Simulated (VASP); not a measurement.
Data:

```
CELL_PARAMETERS angstrom
      0.00000     1.80500     1.80500
      1.80500     0.00000     1.80500
      1.80500     1.80500     0.00000
ATOMIC_POSITIONS crystal
  Cu 0.00000 0.00000 0.00000
```

These are RPBE GGA, VASP's PBE PAW potentials (set 64) (plane waves; VASP) values and carry that method's errors. Numerical set-up: 520 eV cut-off, 16×16×16 Γ-centred mesh, first-order Methfessel-Paxton smearing of 0.10 eV, potentials Cu.

Energy and stress use the plane-wave basis of the starting cell.

### Question
The ions, cell shape and volume are relaxed. What does this cell relax into?

### Answer

```
CELL_PARAMETERS angstrom
      0.00000     1.83873     1.83873
      1.83873     0.00000     1.83873
      1.83873     1.83873     0.00000
ATOMIC_POSITIONS crystal
  Cu 0.00000 0.00000 0.00000
```
Space group Fm-3m (225), at a tolerance of 0.03 Å.

### Question
How do energy and volume change from the first to the last step?

### Answer
The energy (σ→0) changes by -15.7 meV/atom and the volume by +5.7 %, in 3 ionic steps.

The compound is Cu in the fcc structure. This run relaxes it. Symmetry was kept, so distortions that lower it aren't found.
